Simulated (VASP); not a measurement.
Method: r2SCAN meta-GGA, VASP's PBE PAW potentials (set 64) (plane waves; VASP).

VASP ran on this input.

INCAR:
```
! general
SYSTEM  = MoS2
PREC    = Accurate
ENCUT   = 400
LREAL   = .FALSE.
LASPH   = .TRUE.
NBANDS  = 93

! electronic loop
EDIFF   = 1E-7
NELM    = 100
ALGO    = Normal
LMAXMIX = 4
LMIXTAU = .TRUE.

! smearing
ISMEAR  = 0
SIGMA   = 0.01

! functional
METAGGA = R2SCAN

! output
LWAVE   = .FALSE.
LCHARG  = .FALSE.
NEDOS   = 1001

! other
LOPTICS = .TRUE.
LPEAD   = .TRUE.
CSHIFT  = 0.1
```

KPOINTS:
```
Automatic mesh
0
Gamma
14 14 3
0 0 0
```

POSCAR:
```
MoS2
1.0
  1.5911340463  -2.7559247284   0.0000000000
  1.5911340463   2.7559247284   0.0000000000
  0.0000000000   0.0000000000  12.7656669158
Mo S
2 4
Cart
  1.5911340463   0.9186434134   3.1914167290
  1.5911340463  -0.9186434134   9.5742501869
  1.5911340463   0.9186434134  11.1274524255
  1.5911340463  -0.9186434134   4.7446189676
  1.5911340463  -0.9186434134   1.6382144903
  1.5911340463   0.9186434134   8.0210479482
```

POTCAR, in this order: Mo_sv S (PBE.64 set). Program: vasp_std.

Output

### OSZICAR
```
       N       E                     dE             d eps       ncg     rms          rms(c)
DAV:   1     0.389923842814E+03    0.38992E+03   -0.20498E+04  9240   0.441E+02
DAV:   2    -0.924064182555E+02   -0.48233E+03   -0.45925E+03 10362   0.178E+02
DAV:   3    -0.109324241888E+03   -0.16918E+02   -0.16701E+02 10560   0.341E+01
DAV:   4    -0.109428605036E+03   -0.10436E+00   -0.10434E+00 10408   0.273E+00
DAV:   5    -0.109429547533E+03   -0.94250E-03   -0.94247E-03 10366   0.243E-01    0.383E+01
DAV:   6    -0.990429489416E+02    0.10387E+02   -0.50197E+00  9776   0.107E+01    0.125E+01
DAV:   7    -0.942983118642E+02    0.47446E+01   -0.10427E+00  9739   0.450E+00    0.773E+00
DAV:   8    -0.920660253235E+02    0.22323E+01   -0.44212E-01  9601   0.325E+00    0.376E+00
DAV:   9    -0.910530417475E+02    0.10130E+01   -0.18698E-01  9474   0.146E+00    0.871E-01
DAV:  10    -0.900369276098E+02    0.10161E+01   -0.13029E-01  9479   0.116E+00    0.406E-01
DAV:  11    -0.898323228910E+02    0.20460E+00   -0.24973E-02  9947   0.442E-01    0.348E-01
DAV:  12    -0.899105640180E+02   -0.78241E-01   -0.13815E-02  9803   0.366E-01    0.317E-01
DAV:  13    -0.900531637453E+02   -0.14260E+00   -0.10742E-01  9022   0.817E-01    0.317E-01
DAV:  14    -0.900496711092E+02    0.34926E-02   -0.83506E-03 10387   0.235E-01    0.221E-01
DAV:  15    -0.900570357283E+02   -0.73646E-02   -0.45201E-03  9660   0.214E-01    0.186E-01
DAV:  16    -0.900619587660E+02   -0.49230E-02   -0.47303E-04 10184   0.672E-02    0.137E-01
DAV:  17    -0.900752405354E+02   -0.13282E-01   -0.11510E-02  9473   0.314E-01    0.573E-02
DAV:  18    -0.900762319056E+02   -0.99137E-03   -0.32475E-04 10275   0.411E-02    0.488E-02
DAV:  19    -0.900789804892E+02   -0.27486E-02   -0.38852E-04  9325   0.597E-02    0.372E-02
DAV:  20    -0.900797793579E+02   -0.79887E-03   -0.23929E-04  9671   0.544E-02    0.410E-02
DAV:  21    -0.900797537929E+02    0.25565E-04   -0.13359E-05 10768   0.150E-02    0.386E-02
DAV:  22    -0.900797522210E+02    0.15718E-05   -0.55449E-06 10120   0.620E-03    0.299E-02
DAV:  23    -0.900797511221E+02    0.10989E-05   -0.88644E-07  9809   0.251E-03    0.248E-02
DAV:  24    -0.900797521998E+02   -0.10777E-05   -0.26636E-06  9382   0.625E-03    0.704E-03
DAV:  25    -0.900797494587E+02    0.27411E-05   -0.13824E-06  9509   0.374E-03    0.412E-03
DAV:  26    -0.900797509973E+02   -0.15386E-05   -0.45329E-07 10307   0.180E-03    0.367E-03
DAV:  27    -0.900797509546E+02    0.42736E-07   -0.62244E-07  9465   0.237E-03
   1 F= -.90079751E+02 E0= -.90079751E+02  d E =-.289308E-40
 imaginary and real dielectric function
```

**OUTCAR**
```
------------------------ aborting loop because EDIFF is reached ----------------------------------------
  FORCE on cell =-STRESS in cart. coord.  units (eV):
  Direction    XX          YY          ZZ          XY          YZ          ZX
  --------------------------------------------------------------------------------------
  Total        0.0450556      0.0450556      0.0505713      0.0000000      0.0000000      0.0000000
  in kB        0.6447800      0.6447799      0.7237142      0.0000000      0.0000000      0.0000000
  external PRESSURE =       0.6710914 kB  Pullay stress =       0.0000000 kB
  volume of cell :      111.96
      direct lattice vectors                 reciprocal lattice vectors
     1.591134046 -2.755924728  0.000000000     0.314241280 -0.181427306  0.000000000
     1.591134046  2.755924728  0.000000000     0.314241280  0.181427306  0.000000000
     0.000000000  0.000000000 12.765666916     0.000000000  0.000000000  0.078335116
 POSITION                                       TOTAL-FORCE (eV/Angst)
 -----------------------------------------------------------------------------------
      1.59113      0.91864      3.19142         0.000000     -0.000000      0.000000
      1.59113     -0.91864      9.57425        -0.000000      0.000000      0.000000
      1.59113      0.91864     11.12745         0.000000     -0.000000     -0.009624
      1.59113     -0.91864      4.74462         0.000000     -0.000000     -0.009624
      1.59113     -0.91864      1.63821         0.000000     -0.000000      0.009624
      1.59113      0.91864      8.02105        -0.000000      0.000000      0.009624
 -----------------------------------------------------------------------------------
    total drift:                                0.000233      0.001616     -0.000031
  FREE ENERGIE OF THE ION-ELECTRON SYSTEM (eV)
  ---------------------------------------------------
  free  energy   TOTEN  =       -90.0797509546 eV

  energy  without entropy=      -90.0797509546  energy(sigma->0) =      -90.07975095

 plasma frequency squared (from intraband transitions) (eV^2)
  --------------------------------------------------------------------------------------
       0.000       0.000       0.000
       0.000       0.000       0.000
       0.000       0.000       0.000

 plasma frequency squared (from interband transitions, int dw w eps(2)(w)) (eV^2)
  --------------------------------------------------------------------------------------
     547.662       0.000       0.000      -0.000       0.000      -0.000
       0.000       0.000     547.662       0.000       0.000      -0.000
       0.000       0.000       0.000       0.000     550.190       0.000
```
(Selected blocks of OUTCAR.)

The dielectric response may not be converged in the k-mesh; for small gaps it tends to come out too large.

The compound is MoS2 in the 2H layered structure. It was relaxed first, which changed the volume by +5 %.
